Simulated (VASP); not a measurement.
Method: PBE GGA, VASP's PBE PAW potentials (set 64) (plane waves; VASP).

Input for VASP

POSCAR:
```
WC
1
    1.4550000000    -2.5201340000     0.0000000000
    1.4550000000     2.5201340000     0.0000000000
    0.0000000000     0.0000000000     2.8400000000
W C
1 1
Direct
  0.0000000000   0.0000000000   0.0000000000
  0.3333330000   0.6666670000   0.5000000000
```

**INCAR**
```
SYSTEM  =  WC
PREC  =  Accurate; ENCUT  =  520; LREAL  =  .FALSE.
LASPH  =  .TRUE.; KSPACING  =  0.6; KGAMMA  =  .TRUE.
EDIFF  =  1E-6; NELM  =  100; ALGO  =  Normal
LMAXMIX  =  6
ISMEAR  =  1; SIGMA  =  0.1
GGA  =  PE
ISIF  =  2
LWAVE  =  .FALSE.; LCHARG  =  .FALSE.
```

POTCAR, in this order: W_sv C (PBE.64 set). Program: vasp_std.

Gaps are read on the run's mesh, which can miss a band edge. Unless said otherwise, spin-orbit coupling is left out, though it shifts the bands of the heavy elements here.

Problem. Estimate the energy per atom (σ→0), pressure, band gap (on the k-mesh).

Solution. 
The energy per atom (σ→0) is -11.199 eV/atom. The band gap (on the k-mesh) is none (metal, semimetal or under 0.01 eV) and the pressure is 5.82 GPa.

**OSZICAR**
```
...
DAV:   7    -0.224239119084E+02    0.33403E-01   -0.56962E-01   410   0.554E+00    0.570E+00
DAV:   8    -0.223996576953E+02    0.24254E-01   -0.75167E-02   415   0.227E+00    0.627E-01
DAV:   9    -0.223973903163E+02    0.22674E-02   -0.75743E-03   400   0.581E-01    0.141E-01
DAV:  10    -0.223973483318E+02    0.41984E-04   -0.45354E-04   440   0.260E-01    0.102E-01
DAV:  11    -0.223973360448E+02    0.12287E-04   -0.79501E-05   420   0.704E-02    0.108E-02
DAV:  12    -0.223973333225E+02    0.27223E-05   -0.95579E-06   435   0.276E-02    0.311E-03
DAV:  13    -0.223973334623E+02   -0.13978E-06   -0.21212E-07   205   0.485E-03
   1 F= -.22397333E+02 E0= -.22397234E+02  d E =-.298586E-03
```

The compound is WC in the wc structure. The cell was not relaxed at this level. The run is one of a series of settings (KGAMMA = .TRUE., KSPACING = 0.6, KPOINTS file removed against the base run), some of them coarse on purpose.
